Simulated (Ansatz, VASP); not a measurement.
# Cu (linear Cu chain): VASP beside Ansatz, part 2 of 2

Aim: how closely do two programs agree when they are given the same cell, functional and k mesh? The structure shown is the end of the Ansatz relaxation below.

VASP 6.6.1 and Ansatz 0.2.0.

So far: Starting point; Ansatz: relaxation, RPBE.

**3. VASP: single point, RPBE**

Level of this step: RPBE, zero-moment start; plane waves and PAW (Cu) (VASP).

The same cell, functional, mesh and smearing now go to VASP, with its own data sets.

Lines of VASP's logs that name or quote its potential files are left out, and so is its time.

INCAR

```
SYSTEM = Cu
PREC = Accurate
ENCUT = 600
EDIFF = 1E-06
NELM = 200
ISMEAR = -1
SIGMA = 0.05
LREAL = .FALSE.
ALGO = Normal
GGA = RP
NBANDS = 12
ISPIN = 2
MAGMOM = 0
LASPH = .TRUE.
LMAXMIX = 4
LORBIT = 11
LWAVE = .FALSE.
LCHARG = .FALSE.
ISIF = 2
GGA_COMPAT = .FALSE.
```

POSCAR

```
Cu
1.0
    7.5000000000      0.0000000000      0.0000000000
    0.0000000000      7.5000000000      0.0000000000
    0.0000000000      0.0000000000      2.3442388202
Cu
1
Direct
    0.5000000000      0.5000000000      0.0000000000
```

KPOINTS

```
Automatic mesh
0
Gamma
1 1 33
0 0 0
```

PAW data sets: Cu (PBE family, release 64).

The run is started by

```console
$ mpirun -np 1 vasp_std
```

Numbers of over 12 decimals in the logs are rounded to 6 here.

The log of the run:

```text
[banner, memory and clock lines left out]
running    1 mpi-ranks, on    1 nodes
 distrk:  each k-point on    1 cores,    1 groups
 distr:  one band on    1 cores,    1 groups

 POSCAR found type information on POSCAR Cu
 POSCAR found :  1 types and       1 ions
|                                                                             |
|               ----> ADVICE to this user running VASP <----                  |
|                                                                             |
|     You enforced a specific xc type in the INCAR file but a different       |
|     [... a line on the potential file left out ...]
|     I HOPE YOU KNOW WHAT YOU ARE DOING!                                     |
|                                                                             |

 LDA part: xc-table for (Slater+PW92), standard interpolation
 POSCAR, INCAR and KPOINTS ok, starting setup
 FFT: planning ... GRIDC
 FFT: planning ... GRID_SOFT
 FFT: planning ... GRID
 WAVECAR not read
 entering main loop
       N       E                     dE             d eps       ncg     rms          rms(c)
DAV:   1     0.602131491248E+02    0.60213E+02   -0.37642E+03   816   0.741E+02
DAV:   2    -0.348826976345E+00   -0.60562E+02   -0.50844E+02   828   0.152E+02
DAV:   3    -0.169519568191E+01   -0.13464E+01   -0.13336E+01  1044   0.287E+01
DAV:   4    -0.170924776979E+01   -0.14052E-01   -0.14043E-01   940   0.375E+00
DAV:   5    -0.170960242989E+01   -0.35466E-03   -0.35463E-03  1032   0.577E-01    0.389E+00
DAV:   6    -0.184218894845E+01   -0.13259E+00   -0.37177E+00   972   0.372E+01    0.325E+00
DAV:   7    -0.158966565083E+01    0.25252E+00   -0.10843E+00   924   0.190E+01    0.495E-01
DAV:   8    -0.159428132264E+01   -0.46157E-02   -0.12291E-01  1208   0.565E+00    0.105E+00
DAV:   9    -0.158585591810E+01    0.84254E-02   -0.61566E-02   984   0.463E+00    0.244E-01
DAV:  10    -0.158514754242E+01    0.70838E-03   -0.16258E-03   864   0.646E-01    0.884E-02
DAV:  11    -0.158503981489E+01    0.10773E-03   -0.91964E-04  1012   0.444E-01    0.544E-02
DAV:  12    -0.158501092874E+01    0.28886E-04   -0.70982E-05   872   0.149E-01    0.178E-02
DAV:  13    -0.158501590986E+01   -0.49811E-05   -0.32428E-05   836   0.857E-02    0.591E-03
DAV:  14    -0.158501935279E+01   -0.34429E-05   -0.50526E-06   868   0.211E-02    0.684E-03
DAV:  15    -0.158502423699E+01   -0.48842E-05   -0.86407E-06   840   0.339E-02    0.183E-03
DAV:  16    -0.158502314141E+01    0.10956E-05   -0.94289E-06   836   0.289E-02    0.428E-04
DAV:  17    -0.158502260390E+01    0.53752E-06   -0.47022E-06   840   0.195E-02
   1 F= -.15850226E+01 E0= -.15783780E+01  d E =-.132892E-01  mag=     0.0000
```

From OUTCAR (step 3):

```text
ion  position               nearest neighbor table
   1  0.500  0.500  0.000-

  LATTYP: Found a simple tetragonal cell.
 ALAT       =     7.5000000000
 C/A-ratio  =     0.3125651760

 Subroutine GETGRP returns: Found 16 space group operations
 (whereof 16 operations were pure point group operations)

The static configuration has the point symmetry D_4h.

 Found     17 irreducible k-points:

   k-points           NKPTS =     17   k-points in BZ     NKDIM =     17   number of bands    NBANDS=     12

   dimension x,y,z NGX =    60 NGY =   60 NGZ =   20
   dimension x,y,z NGXF=   120 NGYF=  120 NGZF=   40

   ENCUT  =  600.0 eV  44.10 Ry    6.64 a.u.  14.98 14.98  4.68*2*pi/ulx,y,z

   NELECT =      11.0000    total number of electrons

 k-points in reciprocal lattice and weights: Automatic mesh
   0.00000000  0.00000000  0.00000000       0.030
   0.00000000  0.00000000  0.03030303       0.061
   0.00000000  0.00000000  0.06060606       0.061
   0.00000000  0.00000000  0.09090909       0.061
   0.00000000  0.00000000  0.12121212       0.061
   0.00000000  0.00000000  0.15151515       0.061
   0.00000000  0.00000000  0.18181818       0.061
   0.00000000  0.00000000  0.21212121       0.061
   0.00000000  0.00000000  0.24242424       0.061
[...]
0.00000000  0.00000000  0.45454545       0.061
   0.00000000  0.00000000  0.48484848       0.061

 average (electrostatic) potential at core
       1 -73.5034

 E-fermi :  -3.9620

 spin component 1
 k-point     1 :       0.0000    0.0000    0.0000
  band No.  band energies     occupation
    ...
      2      -4.9555      1.00000
      3      -4.7762      1.00000
      4      -4.7733      1.00000
      5      -4.0599      0.87626
      6      -4.0599      0.87626
      7      -0.8265      0.00000
      8      -0.8265      0.00000
      9       0.4316      0.00000
     10       1.7733      0.00000
     11       3.6156      0.00000
    ...

 k-point     2 :       0.0000    0.0000    0.0303
  band No.  band energies     occupation
    ...
      2      -4.9442      1.00000
      3      -4.7731      1.00000
      4      -4.7702      1.00000
      5      -4.0808      0.91501
      6      -4.0808      0.91501
      7      -0.7897      0.00000
      8      -0.7897      0.00000
      9       0.4556      0.00000
     10       1.7978      0.00000
     11       3.6422      0.00000
    ...

 k-point     3 :       0.0000    0.0000    0.0606
  band No.  band energies     occupation
    ...
      2      -4.9105      1.00000
      3      -4.7640      1.00000
      4      -4.7612      1.00000
      5      -4.1410      0.97290
      6      -4.1410      0.97290
      7      -0.6815      0.00000
      8      -0.6815      0.00000
      9       0.5276      0.00000
     10       1.8711      0.00000
     11       3.7217      0.00000
    ...

 k-point     4 :       0.0000    0.0000    0.0909
  band No.  band energies     occupation
    ...
      2      -4.8546      1.00000
      3      -4.7492      1.00000
      4      -4.7465      1.00000
      5      -4.2337      0.99566
      6      -4.2337      0.99566
      7      -0.5075      0.00000
      8      -0.5075      0.00000
      9       0.6478      0.00000
     10       1.9935      0.00000
     11       3.8539      0.00000
    ...

 k-point     5 :       0.0000    0.0000    0.1212
  band No.  band energies     occupation
    ...
      2      -4.7763      1.00000
      3      -4.7292      1.00000
      4      -4.7268      1.00000
      5      -4.3503      0.99958
      6      -4.3503      0.99958
      7      -0.2744      0.00000
      8      -0.2744      0.00000
      9       0.8161      0.00000
     10       2.1649      0.00000
     11       4.0383      0.00000
    ...

 k-point     6 :       0.0000    0.0000    0.1515
  band No.  band energies     occupation
    ...
      2      -4.7048      1.00000
      3      -4.7026      1.00000
      4      -4.6749      1.00000
      5      -4.4822      0.99997
      6      -4.4822      0.99997
      7       0.0117      0.00000
      8       0.0117      0.00000
      9       1.0330      0.00000
     10       2.3855      0.00000
     11       4.2744      0.00000
    ...

  Total       -0.1014477     -0.1014477      0.0565752      0.0000000      0.0000000      0.0000000
  in kB       -1.2326182     -1.2326182      0.6874039      0.0000000      0.0000000      0.0000000
  external PRESSURE =      -0.5926109 kB  Pullay stress =       0.0000000 kB

  energy-cutoff  :      600.00
  volume of cell :      131.86
      direct lattice vectors                 reciprocal lattice vectors
     7.500000000  0.000000000  0.000000000     0.133333333  0.000000000  0.000000000
     0.000000000  7.500000000  0.000000000     0.000000000  0.133333333  0.000000000
     0.000000000  0.000000000  2.344238820     0.000000000  0.000000000  0.426577698

 POSITION                                       TOTAL-FORCE (eV/Angst)
 -----------------------------------------------------------------------------------
      3.75000      3.75000      0.00000         0.000000      0.000000      0.000000
 -----------------------------------------------------------------------------------
    total drift:                                0.000000      0.000000     -0.000000

  FREE ENERGIE OF THE ION-ELECTRON SYSTEM (eV)
  ---------------------------------------------------
  free  energy   TOTEN  =        -1.5850226039 eV

  energy  without entropy=       -1.5717334153  energy(sigma->0) =       -1.57837801

 total charge
# of ion       s       p       d       tot
------------------------------------------
    1        0.457   0.079   9.310   9.846

 magnetization (x)
# of ion       s       p       d       tot
------------------------------------------
    1        0.000  -0.000   0.000   0.000

[... 6 further parts left out ...]
```

**4. Comparison**

Known differences besides the potentials themselves: the data sets hold 19 valence electrons in Ansatz (on its default PAW (the set named soft_2) files) and 11 in VASP; the cutoff is 420 eV in Ansatz and 600 eV in VASP; Ansatz makes its cores anew for this functional, VASP keeps those of its PBE data sets; Ansatz's pressure holds a Pulay correction, VASP's none. Total energies have different zeros and are not compared.

The two programs side by side:

```tsv
quantity	Ansatz	VASP	difference
pressure (GPa)	-0.07	-0.06	-0.01
```

**5. Summary of results**

- difference in pressure (single point, RPBE): -0.013 GPa

The difference in pressure is -0.013 GPa (single point, RPBE), within the 1 GPa picked in this series as the mark of a large difference. The data sets hold unlike numbers of valence electrons (19 in Ansatz and 11 in VASP), so part of the differences comes from the potentials. Such differences can come from data sets, numerical settings and the points named under the comparisons, not from the functional's error against experiment.

[Lines on the potential files, build, host, timing and source positions are cut from VASP's logs without a mark.]

[Logs are printed without paths, hosts, clocks, repeated set-up lines and the standing remarks that a program may print on its own settings, such as how far it seeks lower states.]

[Hosts, paths, dates, database ids (printed as entryN), source tags and the programs' standing remarks are cut or masked in the printed files.]
